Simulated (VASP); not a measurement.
# Pt16CO in VASP: single point with PBE

Aim: the single point of Pt16CO with PBE.

All numbers are computed with VASP 6.6.1; they aren't measurements. Logs are shortened: lines on timing, memory, paths and dates and some standing lists are left out, and cuts for length are marked.

## 1. Starting point

The cell holds a slab with vacuum, 18 atoms: a = 5.549 Å, b = 5.549 Å, c = 24.797 Å, α = 90.00°, β = 90.00°, γ = 60.00°.

The cell was built by a generator and needn't be a form met in nature.

## 2. Single point, PBE

The input, INCAR:

```
SYSTEM = Pt16CO
  ALGO = Fast
  DIPOL = 0.5 0.5 0.527
  EDIFF = 1E-6
  ENCUT = 520
  GGA = PE
  IDIPOL = 3
  ISIF = 2
  ISMEAR = 0
  LASPH = .True.
  LCHARG = .False.
  LDIPOL = .True.
  LREAL = Auto
  LWAVE = .False.
  NBANDS = 100
  NELM = 100
  PREC = Accurate
  SIGMA = 0.1
```

The input, KPOINTS:

```
k-points
0
Gamma
  6 6 1
  0 0 0
```

The input, POSCAR:

```
Pt16CO
1.0
    5.5493740188      0.0000000000      0.0000000000
    2.7746870094      4.8058988753      0.0000000000
    0.0000000000      0.0000000000     24.7965673689
Pt C O
16 1 1
Direct
    0.0000000000      0.0000000000      0.3629534631
    0.5000000000      0.0000000000      0.3629534631
    0.0000000000      0.5000000000      0.3629534631
    0.5000000000      0.5000000000      0.3629534631
    0.1666666667      0.1666666667      0.4543178210
    0.6666666667      0.1666666667      0.4543178210
    0.1666666667      0.6666666667      0.4543178210
    0.6666666667      0.6666666667      0.4543178210
   -0.1650556446      0.3325278223      0.5474706602
    0.3325278223      0.3325278223      0.5474706602
   -0.1666666667      0.8333333333      0.5493160231
    0.3325278223      0.8349443554      0.5474706602
   -0.0022035732     -0.0022035732      0.6457893373
    0.5044071464     -0.0022035732      0.6457893373
   -0.0022035732      0.5044071464      0.6457893373
    0.5000000000      0.5000000000      0.6394596517
    0.1666666667      0.1666666667      0.7003079350
    0.1666666667      0.1666666667      0.7480944979
```

Potentials or basis: VASP PAW PBE potentials, release 64 (Pt, C, O).

Run with:

```bash
> cat potpaw_PBE.64/Pt/POTCAR potpaw_PBE.64/C/POTCAR potpaw_PBE.64/O/POTCAR > POTCAR
> mpirun -np 1 vasp_std > vasp.out
```

OUTCAR:

```text
SYSTEM = Pt16CO
   EDIFF = 1E-6
   ENCUT = 520
   GGA = PE
   ISIF = 2
   ISMEAR = 0
   LASPH = .True.
   LREAL = Auto
   NELM = 100
   PREC = Accurate

 ion  position               nearest neighbor table
   1  0.000  0.000  0.363-   7 2.77   6 2.77   5 2.77   3 2.77   3 2.77   4 2.77   4 2.77   2 2.77
                             2 2.77
   2  0.500  0.000  0.363-   8 2.77   5 2.77   6 2.77   4 2.77   3 2.77   4 2.77   3 2.77   1 2.77
                             1 2.77
   3  0.000  0.500  0.363-   5 2.77   8 2.77   7 2.77   1 2.77   1 2.77   2 2.77   2 2.77   4 2.77
                             4 2.77
   4  0.500  0.500  0.363-   6 2.77   7 2.77   8 2.77   2 2.77   1 2.77   2 2.77   1 2.77   3 2.77
                             3 2.77
   5  0.167  0.167  0.454-   3 2.77   2 2.77   1 2.77   7 2.77   7 2.77   8 2.77   8 2.77   6 2.77
                             6 2.77  10 2.81  12 2.81   9 2.81
   6  0.667  0.167  0.454-   4 2.77   1 2.77   2 2.77   8 2.77   7 2.77   8 2.77   7 2.77   5 2.77
                             5 2.77   9 2.81  10 2.81  11 2.85
   7  0.167  0.667  0.454-   1 2.77   4 2.77   3 2.77   5 2.77   5 2.77   6 2.77   6 2.77   8 2.77
                             8 2.77  12 2.81  10 2.81  11 2.85
   8  0.667  0.667  0.454-   2 2.77   3 2.77   4 2.77   6 2.77   5 2.77   6 2.77   5 2.77   7 2.77
                             7 2.77   9 2.81  12 2.81  11 2.85
   9  0.835  0.333  0.547-  12 2.76  10 2.76  11 2.78  11 2.78  12 2.79  10 2.79  16 2.79   5 2.81
                             6 2.81   8 2.81  13 2.92  15 2.92
  10  0.333  0.333  0.547-  12 2.76   9 2.76  11 2.78  11 2.78  12 2.79   9 2.79  16 2.79   5 2.81
                             7 2.81   6 2.81  14 2.92  15 2.92
  11  0.833  0.833  0.549-   9 2.78  12 2.78  10 2.78  10 2.78   9 2.78  12 2.78   8 2.85   6 2.85
                             7 2.85  15 2.87  14 2.87  13 2.87
  12  0.333  0.835  0.547-   9 2.76  10 2.76  11 2.78  11 2.78   9 2.79  10 2.79  16 2.79   5 2.81
                             7 2.81   8 2.81  13 2.92  14 2.92
  13  0.998  0.998  0.646-  17 2.11  15 2.74  14 2.74  16 2.78  16 2.78  15 2.81  14 2.81  11 2.87
                             9 2.92  12 2.92
  14  0.504  0.998  0.646-  17 2.11  15 2.74  13 2.74  16 2.78  16 2.78  15 2.81  13 2.81  11 2.87
                            10 2.92  12 2.92
  15  0.998  0.504  0.646-  17 2.11  14 2.74  13 2.74  16 2.78  16 2.78  14 2.81  13 2.81  11 2.87
                             9 2.92  10 2.92
  16  0.500  0.500  0.639-  13 2.78  14 2.78  14 2.78  13 2.78  15 2.78  15 2.78  12 2.79  10 2.79
                             9 2.79
  17  0.167  0.167  0.700-  18 1.18  15 2.11  14 2.11  13 2.11
  18  0.167  0.167  0.748-  17 1.18

  LATTYP: Found a hexagonal cell.
 ALAT       =     5.5493740187
 C/A-ratio  =     4.4683539594

  Lattice vectors:

 A1 = (  -2.7746870094,  -4.8058988753,   0.0000000000)
 A2 = (   5.5493740188,   0.0000000000,   0.0000000000)
 A3 = (   0.0000000000,   0.0000000000,  24.7965673689)

Analysis of symmetry for initial positions (statically):
=====================================================================
 Subroutine PRICEL returns:
 Original cell was already a primitive cell.

 Routine SETGRP: Setting up the symmetry group for a
 hexagonal supercell.

 Subroutine GETGRP returns: Found  6 space group operations
 (whereof  2 operations were pure point group operations)
 out of a pool of 24 trial point group operations.

The static configuration has the point symmetry C_1h.
 The point group associated with its full space group is C_3v.

Analysis of symmetry for dynamics (positions and initial velocities):
=====================================================================
 Subroutine PRICEL returns:
 Original cell was already a primitive cell.

 Routine SETGRP: Setting up the symmetry group for a
 hexagonal supercell.

 Subroutine GETGRP returns: Found  6 space group operations
 (whereof  2 operations were pure point group operations)
 out of a pool of 24 trial point group operations.

The dynamic configuration has the point symmetry C_1h.
 The point group associated with its full space group is C_3v.

 Subroutine INISYM returns: Found  6 space group operations
 (whereof  2 operations are pure point group operations),
 and found     1 'primitive' translations

----------------------------------------------------------------------------------------

                                     Primitive cell

  volume of cell :     661.3178

  direct lattice vectors                    reciprocal lattice vectors
     5.549374019  0.000000000  0.000000000     0.180200505 -0.104038810  0.000000000
     2.774687009  4.805898875  0.000000000     0.000000000  0.208077620  0.000000000
     0.000000000  0.000000000 24.796567369     0.000000000  0.000000000  0.040328163

  length of vectors
[... 66 lines left out ...]

 Found      7 irreducible k-points:

 Following reciprocal coordinates:
            Coordinates               Weight
  0.000000  0.000000  0.000000      1.000000
  0.166667 -0.000000  0.000000      6.000000
  0.333333 -0.000000  0.000000      6.000000
  0.500000 -0.000000  0.000000      3.000000
  0.333333  0.166667  0.000000      6.000000
  0.500000  0.166667  0.000000     12.000000
 -0.333333  0.333333  0.000000      2.000000
   k-points           NKPTS =      7   k-points in BZ     NKDIM =      7   number of bands    NBANDS=    100
   number of dos      NEDOS =    301   number of ions     NIONS =     18
   total plane-waves  NPLWV = 338688
   dimension x,y,z NGX =    42 NGY =   42 NGZ =  192
   dimension x,y,z NGXF=    84 NGYF=   84 NGZF=  384
   ions per type =              16   1   1
   NGX,Y,Z   is equivalent  to a cutoff of  12.58, 12.58, 12.87 a.u.
   NGXF,Y,Z  is equivalent  to a cutoff of  25.16, 25.16, 25.74 a.u.
 SYSTEM =  Pt16CO
   PREC   = accura    normal or accurate (medium, high low for compatibility)
   ISTART =      0    job   : 0-new  1-cont  2-samecut
   ICHARG =      2    charge: 1-file 2-atom 10-const
   ISPIN  =      1    spin polarized calculation?
   LNONCOLLINEAR =      F non collinear calculations
   LSORBIT =      F    spin-orbit coupling
   LASPH  =      T    aspherical Exc in radial PAW
   ENCUT  =  520.0 eV  38.22 Ry    6.18 a.u.  10.32 10.32 46.11*2*pi/ulx,y,z
   NELM   =    100;   NELMIN=  2; NELMDL= -5     # of ELM steps
   EDIFF  = 0.1E-05   stopping-criterion for ELM
   LREAL  =      T    real-space projection
   EDIFFG = 0.1E-04   stopping-criterion for IOM
   NSW    =      0    number of steps for IOM
   IBRION =     -1    ionic relax: 0-MD 1-quasi-New 2-CG
   NFREE  =      0    steps in history (QN), initial steepest desc. (CG)
   ISIF   =      2    stress and relaxation
   ISYM   =      2    0-nonsym 1-usesym 2-fastsym
   POTIM  = 0.5000    time-step for ionic-motion
   TEBEG  =    0.0;   TEEND  =   0.0 temperature during run
   PSTRESS=    0.0 pullay stress
   NELECT =     170.0000    total number of electrons
   NUPDOWN=      -1.0000    fix difference up-down
   EMIN   =  10.00;   EMAX   =-10.00  energy-range for DOS
   EFERMI =   0.00;   METHOD = LEGACY
   ISMEAR =     0;   SIGMA  =   0.10  broadening in eV -4-tet -1-fermi 0-gaus
   EFERMI_NEDOS =   21; number of points for ismear=-14 and -15
   IALGO  =     68    algorithm
   IMIX   =      4    mixing-type and parameters
     AMIX     =   0.40;   BMIX     =  1.00
     AMIX_MAG =   1.60;   BMIX_MAG =  1.00
  volume/ion in A,a.u.               =      36.74       247.93
  Fermi-wavevector in a.u.,A,eV,Ry     =   1.040929  1.967070 14.742362  1.083533
  Thomas-Fermi vector in A             =   2.175527
   LORBIT       =      0    0 simple, 1 ext, 2 COOP (PROOUT), +10 PAW based schemes
   GGA     = PE    functional components
   LHFCALC =     F    Hartree Fock is set to
   AEXX    =    0.0000 exact exchange contribution
   IVDW    =     0    specifies the selected vdW correction
   LEPSILON=     F    determine dielectric tensor
   LRPA    =     F    only Hartree local field effects (RPA)
 non-spin polarized calculation
 RMM-DIIS sequential band-by-band and
 Gauss-broadening in eV      SIGMA  =   0.10
  energy-cutoff  :      520.00
  volume of cell :      661.32
 maximum number of plane-waves:     17895
 NGX is ok and might be reduce to    42
   NGX = 21   NGY = 21   NGZ = 93

 dipolmoment           0.000000      0.000000     -0.641229 electrons x Angstroem

 number of electron     170.0000007 magnetization

 dipolmoment           0.000000      0.000000      0.133037 electrons x Angstroem

 Free energy of the ion-electron system (eV)
  ---------------------------------------------------
  ext. energy  EPLUGINS =         0.00000000
  ---------------------------------------------------
  free energy    TOTEN  =      -109.48254545 eV

  energy without entropy =     -109.34248630  energy(sigma->0) =     -109.41251588

 E-fermi :   0.4404     XC(G=0):  -5.9800

 val. band max:        0.4271442375   @ k =   0.5000  -0.0000   0.0000
 cond. band min:       0.4476325568   @ k =   0.5000   0.1667   0.0000
 fundamental gap:      0.0204883193
 Fermi energy:         0.4403563634

 k-point     1 :       0.0000    0.0000    0.0000
  band No.  band energies     occupation
      1     -21.8665      2.00000
      2     -10.3547      2.00000
      3      -8.8762      2.00000
      4      -7.5411      2.00000
      5      -6.6033      2.00000
      6      -6.5165      2.00000
[... 689 lines left out ...]
     96       3.0797      0.00000
     97       4.0595      0.00000
 [bands above 97 left out]

------------------------ aborting loop because EDIFF is reached ----------------------------------------

 vacuum level on the upper side and lower side of the slab       (xc-potential included)         0.373        -0.546

  FORCE on cell =-STRESS in cart. coord.  units (eV):
  Direction    XX          YY          ZZ          XY          YZ          ZX
  --------------------------------------------------------------------------------------
  -------------------------------------------------------------------------------------
  Total       -7.9936847     -7.9936847      4.1764364      0.0000000      0.0000000      0.0000000
  in kB      -19.3663335    -19.3663335     10.1182700      0.0000000      0.0000000      0.0000000
  external PRESSURE =      -9.5381323 kB  Pullay stress =       0.0000000 kB

 VOLUME and BASIS-vectors are now :
 -----------------------------------------------------------------------------
  energy-cutoff  :      520.00
  volume of cell :      661.32
      direct lattice vectors                 reciprocal lattice vectors
     5.549374019  0.000000000  0.000000000     0.180200505 -0.104038810  0.000000000
     2.774687009  4.805898875  0.000000000     0.000000000  0.208077620  0.000000000
     0.000000000  0.000000000 24.796567369     0.000000000  0.000000000  0.040328163

 POSITION                                       TOTAL-FORCE (eV/Angst)
 -----------------------------------------------------------------------------------
      0.00000      0.00000      9.00000         0.023066      0.013317     -0.407978
      2.77469      0.00000      9.00000        -0.023066      0.013317     -0.407978
      1.38734      2.40295      9.00000        -0.000000     -0.026634     -0.407978
      4.16203      2.40295      9.00000        -0.000000     -0.000000     -0.503716
      1.38734      0.80098     11.26552        -0.000000     -0.000000      0.514785
      4.16203      0.80098     11.26552        -0.000000     -0.030022      0.431537
[... 10 lines left out ...]
      1.38734      0.80098     17.36523        -0.000000     -0.000000     -0.595135
      1.38734      0.80098     18.55018        -0.000000     -0.000000      0.640577
 -----------------------------------------------------------------------------------
    total drift:                                0.000001      0.000000      0.014599

  FREE ENERGIE OF THE ION-ELECTRON SYSTEM (eV)
  ---------------------------------------------------
  free  energy   TOTEN  =      -109.4825454478 eV

  energy  without entropy=     -109.3424863035  energy(sigma->0) =     -109.41251588

 vacuum level on the upper side and lower side of the slab         6.936         6.024
```

It took 14 min on 1 thread of AMD EPYC 9R45 (Zen 5), shared host; peak memory 0.86 GiB.

What came out:

```yaml
Free_energy: -109.4825 eV
Largest_force: 0.641 eV/Å
Band_gap_on_the_k_mesh: none (metal or under the smearing width)
```

Forces on the atoms (eV/Å):
```
Pt   0.023  0.013 -0.408
Pt  -0.023  0.013 -0.408
Pt   0.000 -0.027 -0.408
Pt   0.000  0.000 -0.504
Pt   0.000  0.000  0.515
Pt   0.000 -0.030  0.432
Pt  -0.026  0.015  0.432
Pt   0.026  0.015  0.432
Pt  -0.005  0.003 -0.007
Pt   0.005  0.003 -0.007
Pt   0.000  0.000  0.002
Pt   0.000 -0.006 -0.007
Pt  -0.012 -0.007 -0.031
Pt   0.012 -0.007 -0.031
Pt   0.000  0.014 -0.031
Pt   0.000  0.000 -0.016
C    0.000  0.000 -0.595
O    0.000  0.000  0.641
```

Levels at points of the mesh, in eV from the Fermi level:
```tsv
k point	band 84	band 85	band 86	band 87	band 88	band 89
(0.00, 0.00, 0.00)	0.40	0.42	0.42	0.59	0.59	0.59
(0.50, 0.00, 0.00)	-0.05	-0.03	-0.01	0.04	0.13	0.29
```

Caveat: the standard files for N, O and F lose accuracy on very short bonds.
